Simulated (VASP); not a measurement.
Input for VASP

**INCAR**
```
# general
SYSTEM  = CuAu
PREC    = Accurate
ENCUT   = 500
LREAL   = F   # projection in real space or not
LASPH   = T   # aspherical one-centre terms

# electronic loop
EDIFF   = 1E-6   # SCF stop (eV)
NELM    = 100
ALGO    = Normal   # blocked Davidson
LMAXMIX = 6   # l cut-off of mixed one-centre charges

# smearing
ISMEAR  = 1   # Methfessel-Paxton
SIGMA   = 0.1   # width (eV)

# functional
GGA     = PE   # PBE

# ions
IBRION  = 2   # conjugate gradients
NSW     = 40   # most ionic steps
ISIF    = 3   # ions, shape and volume
EDIFFG  = -0.02
PSTRESS = 100   # kbar

# output
LWAVE   = F
LCHARG  = F
```

File KPOINTS:
```
K-points
0
G
 13 13 10
0 0 0
```

**POSCAR**
```
CuAu
1.0
  2.7769820744   0.0000000000   0.0000000000
  0.0000000000   2.7769820744   0.0000000000
  0.0000000000   0.0000000000   3.6629267172
Cu Au
1 1
Cartesian
  2.7769820744   2.7769820744   0.0000000000
  1.3884910372   1.3884910372   1.8314633586
```

POTCAR, in this order: Cu Au (PBE.64 set). Program: vasp_std.

Question: Write an equivalent input for Ansatz.

Answer: One equivalent input (not run):
Ansatz 0.2 input:
```yaml
crystal:
  lattice:
    - [2.7769821, 0.0000000, 0.0000000]
    - [0.0000000, 2.7769821, 0.0000000]
    - [0.0000000, 0.0000000, 3.6629267]
  atoms:
    - { symbol: Cu, position: [1.0000000, 1.0000000, 0.0000000] }
    - { symbol: Au, position: [0.5000000, 0.5000000, 0.5000000] }
kpoints:
  mp_grid: { grid: [13, 13, 10] }
hamiltonian:
  xc: pbe
  pseudopotentials: { kind: paw }
scf:
  occupations: { method: methfessel_paxton, width: 0.1 }
  max_iter: 100
relax:
  max_steps: 40
  f_tol: 0.02
  cell: { p_target: 10 }
output: { forces: true, stress: true, eigenvalues: true }
```
What does not carry over: each code has its own PAW files, so the cut-off isn't converted (ENCUT is set for VASP's; basis.ecutwfc is left out, and Ansatz then takes the one that its files recommend); Ansatz stops its SCF on the density residual and VASP on the energy change (EDIFF).

The compound is CuAu in the L1_0 structure. It was relaxed first under an external pressure of 10 GPa.
